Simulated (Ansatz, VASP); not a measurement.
# Cross-check of Zn (Zn strained to the junction's net) between VASP and Ansatz

One calculation is typed for both programs; each brings its own data sets. How far apart do they land? The structure shown is the end of the Ansatz relaxation below.

Main program and level: Ansatz 0.2.0; plane waves, with VASP 6.6.1 beside it; single point at PBE.

## Step 1: Starting point

The structure is hexagonal, space group P6_3/mmc (No. 194). Conventional cell: a = 2.750 Å, b = 2.750 Å, c = 4.541 Å, α = 90.00°, β = 90.00°, γ = 120.00°. Zn has 12 Zn at 2.75 to 2.77 Å nearest.

## Step 2: Ansatz: relaxation, PBE

Ansatz runs on its default PAW (the set named soft_2) files.

This run makes the geometry at which the two programs are then compared.

input.yaml reads:

```yaml
crystal:
  lattice:
    - [2.75, 0.0, 0.0]
    - [-1.375, 2.3815698604, 0.0]
    - [0.0, 0.0, 4.8327631579]
  atoms:
    - { symbol: Zn, position: [0.0, 0.0, 0.0] }
    - { symbol: Zn, position: [0.3333333333, 0.6666666667, 0.5] }
kpoints:
  mp_grid: { grid: [18, 18, 7] }
scf:
  occupations: { method: fermi_dirac, width: 0.1 }
  max_iter: 150
hamiltonian:
  xc: pbe
relax:
  f_tol: 0.01
  max_steps: 40
  cell: { fix: [a, b, angles] }
```

The run is started by

```
$ ansatz run input.yaml --threads 4 --pin off --max-ram 16384MiB --backend cpu --events-out ev --progress --plain --runs-dir out
```

Numbers of over 12 decimals in the logs are rounded to 6 here.

Output:

```text
Engine: ansatz 0.2.0, aarch64-unknown-linux-gnu
Pseudopotentials: kind: paw
Pseudopotential: Zn, paw, valence charge 12, recommended cutoff 420 eV (normal), Zn.paw.azcp
Functional definition: PBE
  parameter kappa = 0.804
  parameter beta = 0.066725
  exchange = pbe_x(kappa = kappa, mu = beta*pi^2/3)
  correlation = pbe_c(beta = beta)
Crystal: 2 atoms, lattice volume = 31.651 Å³
Basis set: ecut = 420 eV, 623 PW (Γ), exchange–correlation on 40×40×72 points (8 copies of the dense FFT grid, shifted against one another)
Bands: 16, of which v1, the nominal top of the filled ones, is band 12 counted from 1 (11 counted from 0)
Symmetry: 24 space group operations
Space group: P63/mmc (ITA 194), of the structure as read, at distance tolerance 3.2e-5 Å
k-points: 148 of 2268
Non-local potential: Zn, projectors of the file, l = 0: 2, l = 1: 2, l = 2: 3, l = 3: 1
PAW form: soft (Blöchl's): semilocal exchange-correlation on the pseudo side does not see the compensation charge
PAW one-centre angular grid: Zn, 590 points (default); XC on 64 Gauss nodes
Initial density: superposition of atomic densities (neutral atoms: chi_scale 0, normalization atom), corrected by the library's trained network
Initial wavefunctions: pseudopotential atomic-orbital guess
Functional: x = pbe(κ = 0.804, μ = 0.219515), c = pbe(β = 0.066725)
SCF iter   1: F=—  HF=-6638.032640 eV  |F-HF|=—  |Δ(HF+E_count)|=         —  Δρ=1.60e-3  dr2=4.82e-4  ethr=1.77e-3  ⟨swp⟩=5.1  Hψ=11614  notcnv=0
preconditioner: auto → none  [metal: Δε(μ)=0.015 eV  Ē_g=12.733 eV  σ=0.100 eV  W_gap=0.04  n_scr=4 (ndim 8)  ℏωp=32.3 eV  f_vac=0.000  D(μ)=0.67/eV (n_scr^D=2)  sad-step TF]
SCF iter   2: F=—  HF=-6638.032516 eV  |F-HF|=—  |Δ(HF+E_count)|=   1.24e-4  Δρ=9.90e-4  dr2=1.22e-4  ethr=2.01e-6  ⟨swp⟩=2.0  Hψ=5307  notcnv=0
SCF iter   3: F=—  HF=-6638.032459 eV  |F-HF|=—  |Δ(HF+E_count)|=   5.64e-5  Δρ=4.13e-4  dr2=1.82e-5  ethr=5.08e-7  ⟨swp⟩=2.0  Hψ=3937  notcnv=0
SCF iter   4: F=—  HF=-6638.032490 eV  |F-HF|=—  |Δ(HF+E_count)|=   3.05e-5  Δρ=9.69e-5  dr2=1.56e-6  ethr=7.60e-8  ⟨swp⟩=2.0  Hψ=4161  notcnv=0
iter 5 did not close the SCF: its close was put off for the readings that it lacked (scf_convergence_deferred on its scf_iter line)
SCF iter   5: F=-6638.032491 eV  HF=-6638.032491 eV  |F-HF|=5.69e-9  |Δ(HF+E_count)|=   8.72e-7  Δρ=9.89e-6  dr2=1.55e-8  ethr=6.49e-9  ⟨swp⟩=2.0  Hψ=4158  notcnv=0
SCF iter   6: F=-6638.032491 eV  HF=-6638.032491 eV  |F-HF|=6.29e-10  |Δ(HF+E_count)|=   2.09e-8  Δρ=2.01e-6  dr2=6.20e-10  ethr=6.45e-11  ⟨swp⟩=2.3  Hψ=8983  notcnv=0
SCF 1 converged in 6 iterations: F = -6638.032491 eV  dr2 = 6.20e-10
  greatest PAW one-centre occupation: 0.981 electrons in one spin orbital (limit 2), on the Zn atom at site 1 (counted from 0), in its partial waves of l = 2
relax step   1: F+E_penalty+E_count = -6638.03249076 eV  Δ(F+E_penalty+E_count) = +0.000e0 eV  max|allowed force component| = 1.480e-16 eV/Å  Δτ_max = 0.0000 Å  P = -3.268 GPa  Ω = 31.651 Å³  fix = [a, b, alpha, beta, gamma]  reactions: a -4.138, b -4.138 GPa  (6 SCF iters, dr2 threshold 1.00e-7 eV, accepted)
[...]
relax step   2: F+E_penalty+E_count = -6638.03570329 eV  Δ(F+E_penalty+E_count) = -3.213e-3 eV  max|allowed force component| = 2.961e-16 eV/Å  Δτ_max = 0.0000 Å  P = -2.777 GPa  Ω = 31.324 Å³  energy of the carried Pulay correction = +2.343e-4 eV  fix = [a, b, alpha, beta, gamma]  reactions: a -3.461, b -3.461 GPa  (5 SCF iters, dr2 threshold 2.00e-7 eV, accepted)
[...]
relax step   3: F+E_penalty+E_count = -6638.04562413 eV  Δ(F+E_penalty+E_count) = -9.921e-3 eV  max|allowed force component| = 1.480e-16 eV/Å  Δτ_max = 0.0000 Å  P = +0.148 GPa  Ω = 29.781 Å³  energy of the carried Pulay correction = +1.370e-3 eV  fix = [a, b, alpha, beta, gamma]  reactions: a +0.229, b +0.229 GPa  (6 SCF iters, dr2 threshold 2.00e-7 eV, accepted)
[...]
relax step   4: F+E_penalty+E_count = -6638.04449987 eV  Δ(F+E_penalty+E_count) = +1.124e-3 eV  max|allowed force component| = 2.591e-16 eV/Å  Δτ_max = 0.0000 Å  P = +0.122 GPa  Ω = 29.781 Å³  fix = [a, b, alpha, beta, gamma]  reactions: a +0.214, b +0.214 GPa  stress off target by 6.07e-2 GPa on what of the cell is left free  SCF on the basis re-selected at this cell (its energy is not comparable with the rows above)  (6 SCF iters)
[...]
relax step   5: F+E_penalty+E_count = -6638.04453117 eV  Δ(F+E_penalty+E_count) = -3.130e-5 eV  max|allowed force component| = 1.480e-16 eV/Å  Δτ_max = 0.0000 Å  P = +0.217 GPa  Ω = 29.740 Å³  energy of the carried Pulay correction = +2.655e-5 eV  fix = [a, b, alpha, beta, gamma]  reactions: a +0.313, b +0.313 GPa  (4 SCF iters, dr2 threshold 9.20e-9 eV, accepted)
[...]
relax step   6: F+E_penalty+E_count = -6638.04450317 eV  Δ(F+E_penalty+E_count) = +2.800e-5 eV  max|allowed force component| = 1.480e-16 eV/Å  Δτ_max = 0.0000 Å  P = +0.217 GPa  Ω = 29.740 Å³  fix = [a, b, alpha, beta, gamma]  reactions: a +0.313, b +0.313 GPa  stress off target by 2.36e-2 GPa on what of the cell is left free  SCF on the basis re-selected at this cell (its energy is not comparable with the rows above)  (5 SCF iters)
basis re-selected at this cell: Δ(F+E_penalty+E_count) = +2.800e-5 eV, ΔP = -0.000 GPa vs the last step (what re-selecting the basis moved, of the pressure what is left beyond the Pulay correction that the steps carried, after the strain that the cell walked since its last selection, with what the two solves' SCF thresholds leave and, on support functions, any second-order correction that the steps lacked; it is no m [...]
SCF converged after 5 iterations
Free energy (F): -6638.044503 eV
Harris-Foulkes:  -6638.044503 eV  (|F-HF|=0.00e0)
Internal energy: -6638.027455 eV  (E = F + TS)
E sigma→0 (E₀):  -6638.035979 eV
Entropy (-TS):   -0.017048 eV (-8.524 meV/atom)
Fermi energy:    11.503806 eV
--- Per-component energies (eV) ---
  E_band       = 105.162993
  E_kinetic    = 262.130292
  E_local      = -3032.454962  (includes V_loc(G=0)·N_el)
  E_nonlocal   = 1221.250866
  E_hartree    = 1271.675676
  E_xc         = -275.539221
  E_vxc        = -105.403823  (∫ρ·V_xc dr)
  E_paw        = -3649.740995  (= ΣΔE_a)
  E_vpaw       = -783.709972  (= ΣTr[D̂ρ^β])
  E_aug_tail   = -0.000682  (compensation charges beyond the density's cutoff)
  E_ewald      = -2435.348429
  E_smearing   = -0.017048  (= −TS)
  E_closure    = 0.000000  (closes the sum)
  Σ components = -6638.044503   (vs F -6638.044503, Δ=0.00e0)
--- Forces (eV/Å), atoms counted from 1 ---
  atom   1  Zn     0.00000000     0.00000000     0.00000000
  atom   2  Zn     0.00000000    -0.00000000     0.00000000
  max |Σ_I F_I| component: 3.70e-17 eV/Å
--- Stress (GPa, compression-positive) ---
        0.313393       0.000000       0.000000
        0.000000       0.313393       0.000000
        0.000000       0.000000       0.023589
  P = ⅓ Tr σ = 0.2168 GPa (2.168 kbar)
--- Relaxed structure (4 steps of the walk, 4 accepted, 2 SCFs on fresh bases) ---
  F+E_penalty+E_count = -6638.04450317 eV   max|allowed force component| = 1.480e-16 eV/Å   (the final SCF, on the basis selected at the relaxed cell)
  cell:  # Å, volume = 29.7400 Å³
    - [2.750000, 0, 0.0]
    - [-1.375000, 2.381570, 0.0]
    - [0.0, 0.0, 4.540926]
  atoms:
    - { symbol: Zn, position: [9.251858539620051e-18, -5.088522196306337e-17, 0.0] }
    - { symbol: Zn, position: [0.333333, 0.666667, 0.5] }
```

In the SCF lines HF is the Harris–Foulkes energy and dr2 the Hartree energy of the density residual, in eV; the loop may stop once dr2 is under the threshold and the program's other checks hold. Hψ counts applications of the Hamiltonian.

## Step 3: VASP: single point, PBE

The same cell, functional, mesh and smearing now go to VASP, with its own data sets.

Lines of VASP's logs that name or quote its potential files are left out, and so is its time.

INCAR reads:

```
SYSTEM = Zn
PREC = Accurate
ENCUT = 500
EDIFF = 1E-06
NELM = 120
ISMEAR = -1
SIGMA = 0.1
LREAL = .FALSE.
ALGO = Normal
GGA = PE
NBANDS = 18
LORBIT = 11
LWAVE = .FALSE.
LCHARG = .FALSE.
ISIF = 2
LASPH = .TRUE.
GGA_COMPAT = .FALSE.
```

POSCAR reads:

```
Zn
1.0
    2.7500000000      0.0000000000      0.0000000000
   -1.3750000000      2.3815698604      0.0000000000
    0.0000000000      0.0000000000      4.5409264309
Zn
2
Direct
    0.0000000000      0.0000000000      0.0000000000
    0.3333333333      0.6666666667      0.5000000000
```

KPOINTS reads:

```
Automatic mesh
0
Gamma
18 18 7
0 0 0
```

PAW data sets: Zn (PBE family, release 64).

The run is started by

```
$ mpirun -np 1 vasp_std
```

Output:

```text
[banner, memory and clock lines left out]
running    1 mpi-ranks, on    1 nodes
 distrk:  each k-point on    1 cores,    1 groups
 distr:  one band on    1 cores,    1 groups

 POSCAR found type information on POSCAR Zn
 POSCAR found :  1 types and       2 ions
 LDA part: xc-table for (Slater+PW92), standard interpolation
 POSCAR, INCAR and KPOINTS ok, starting setup
 FFT: planning ... GRIDC
 FFT: planning ... GRID_SOFT
 FFT: planning ... GRID
 WAVECAR not read
 entering main loop
       N       E                     dE             d eps       ncg     rms          rms(c)
DAV:   1     0.106996503808E+03    0.10700E+03   -0.12491E+04  5472   0.210E+03
DAV:   2     0.193206370740E+01   -0.10506E+03   -0.10203E+03  5342   0.294E+02
DAV:   3    -0.239049832776E+01   -0.43226E+01   -0.43076E+01  5980   0.685E+01
DAV:   4    -0.241481394186E+01   -0.24316E-01   -0.24309E-01  5896   0.526E+00
DAV:   5    -0.241484603642E+01   -0.32095E-04   -0.32094E-04  5848   0.169E-01    0.413E+00
DAV:   6    -0.221376632471E+01    0.20108E+00   -0.85250E-01  5730   0.198E+01    0.314E+00
DAV:   7    -0.220431410105E+01    0.94522E-02   -0.28477E-02  6690   0.292E+00    0.161E+00
DAV:   8    -0.219970789479E+01    0.46062E-02   -0.16207E-03  7240   0.608E-01    0.445E-02
DAV:   9    -0.219970852631E+01   -0.63152E-06   -0.18748E-04  7438   0.182E-01    0.350E-02
DAV:  10    -0.219971195941E+01   -0.34331E-05   -0.21166E-05  5554   0.512E-02    0.372E-03
DAV:  11    -0.219971173751E+01    0.22190E-06   -0.90718E-08  3104   0.532E-03
   1 F= -.21997117E+01 E0= -.21911879E+01  d E =-.170477E-01
```

OUTCAR, selected parts (step 3):

```text
ion  position               nearest neighbor table
   1  0.000  0.000  0.000-   2 2.77   2 2.77   2 2.77   2 2.77   2 2.77   2 2.77
   2  0.333  0.667  0.500-   1 2.77   1 2.77   1 2.77   1 2.77   1 2.77   1 2.77

  LATTYP: Found a hexagonal cell.
 ALAT       =     2.7500000000
 C/A-ratio  =     1.6512459749

 Subroutine GETGRP returns: Found 24 space group operations
 (whereof 12 operations were pure point group operations)

The static configuration has the point symmetry D_3h.
 The point group associated with its full space group is D_6h.

 Found    148 irreducible k-points:

   k-points           NKPTS =    148   k-points in BZ     NKDIM =    148   number of bands    NBANDS=     18

   dimension x,y,z NGX =    20 NGY =   20 NGZ =   36
   dimension x,y,z NGXF=    40 NGYF=   40 NGZF=   72

   ENCUT  =  500.0 eV  36.75 Ry    6.06 a.u.   5.01  5.01  8.28*2*pi/ulx,y,z

   NELECT =      24.0000    total number of electrons

 k-points in reciprocal lattice and weights: Automatic mesh
   0.00000000  0.00000000  0.00000000       0.000
   0.05555556  0.00000000  0.00000000       0.003
   0.11111111  0.00000000  0.00000000       0.003
   0.16666667  0.00000000  0.00000000       0.003
   0.22222222  0.00000000  0.00000000       0.003
   0.27777778  0.00000000  0.00000000       0.003
   0.33333333  0.00000000  0.00000000       0.003
   0.38888889  0.00000000  0.00000000       0.003
   0.44444444  0.00000000  0.00000000       0.003
[...]
0.33333333  0.27777778  0.42857143       0.011
   0.33333333  0.33333333  0.42857143       0.002

 average (electrostatic) potential at core
       1 -36.7677       2 -36.7677

 E-fermi :   3.3873

 k-point     1 :       0.0000    0.0000    0.0000
  band No.  band energies     occupation
    ...
      9      -4.1894      2.00000
     10      -3.8266      2.00000
     11      -3.8266      2.00000
     12       0.1689      2.00000
     13       1.7219      2.00000
     14      18.6368      0.00000
     15      18.6368      0.00000
     16      20.5657      0.00000
     17      20.5657      0.00000
     18      20.9164      0.00000

 k-point     2 :       0.0556    0.0000    0.0000
  band No.  band energies     occupation
    ...
      9      -4.1991      2.00000
     10      -3.8716      2.00000
     11      -3.8232      2.00000
     12       0.3054      2.00000
     13       1.7710      2.00000
     14      17.1668      0.00000
     15      17.8621      0.00000
     16      19.6243      0.00000
     17      21.3850      0.00000
     18      21.4872      0.00000

 k-point     3 :       0.1111    0.0000    0.0000
  band No.  band energies     occupation
    ...
      9      -4.2260      2.00000
     10      -3.9787      2.00000
     11      -3.8142      2.00000
     12       0.6943      2.00000
     13       1.9231      2.00000
     14      14.7481      0.00000
     15      16.6496      0.00000
     16      18.8375      0.00000
     17      21.4097      0.00000
     18      21.5818      0.00000

  Total        0.1284535      0.1284535      0.0642486      0.0000000     -0.0000000      0.0000000
  in kB        6.9201578      6.9201578      3.4612557      0.0000000     -0.0000000      0.0000000
  external PRESSURE =       5.7671905 kB  Pullay stress =       0.0000000 kB

  energy-cutoff  :      500.00
  volume of cell :       29.74
      direct lattice vectors                 reciprocal lattice vectors
     2.750000000  0.000000000  0.000000000     0.363636364  0.209945552  0.000000000
    -1.375000000  2.381569860  0.000000000     0.000000000  0.419891105  0.000000000
     0.000000000  0.000000000  4.540926431     0.000000000  0.000000000  0.220219379

 POSITION                                       TOTAL-FORCE (eV/Angst)
 -----------------------------------------------------------------------------------
      0.00000      0.00000      0.00000         0.000000     -0.000000      0.000000
     -0.00000      1.58771      2.27046        -0.000000      0.000000      0.000000
 -----------------------------------------------------------------------------------
    total drift:                                0.000005     -0.000003     -0.000000

  FREE ENERGIE OF THE ION-ELECTRON SYSTEM (eV)
  ---------------------------------------------------
  free  energy   TOTEN  =        -2.1997117375 eV

  energy  without entropy=       -2.1826640016  energy(sigma->0) =       -2.19118787

 total charge
# of ion       s       p       d       tot
------------------------------------------
    1        0.587   0.449   9.725  10.761
    2        0.587   0.449   9.725  10.761
--------------------------------------------------
tot          1.175   0.898  19.449  21.522

[... 3 further parts left out ...]
```

The run ends at a pressure of 0.58 GPa.

## Step 4: Side by side

Known differences besides the potentials themselves: the cutoff is 420 eV in Ansatz and 500 eV in VASP; Ansatz's pressure holds a Pulay correction, VASP's none. Total energies have different zeros and are not compared.

Both answers:

| quantity | Ansatz | VASP | difference |
| --- | --- | --- | --- |
| pressure (GPa) | 0.22 | 0.58 | -0.36 |

## Step 5: What came out

- difference in pressure (single point, PBE): -0.36 GPa

The difference in pressure is -0.36 GPa (single point, PBE), within the 1 GPa picked in this series as the mark of a large difference. Such differences can come from data sets, numerical settings and the points named under the comparisons, not from the functional's error against experiment.

[Lines on the potential files, build, host, timing and source positions are cut from VASP's logs without a mark.]

[Logs are printed without paths, hosts, clocks, repeated set-up lines and the standing remarks that a program may print on its own settings, such as how far it seeks lower states.]

[Hosts, paths, dates, database ids (printed as entryN), source tags and the programs' standing remarks are cut or masked in the printed files.]
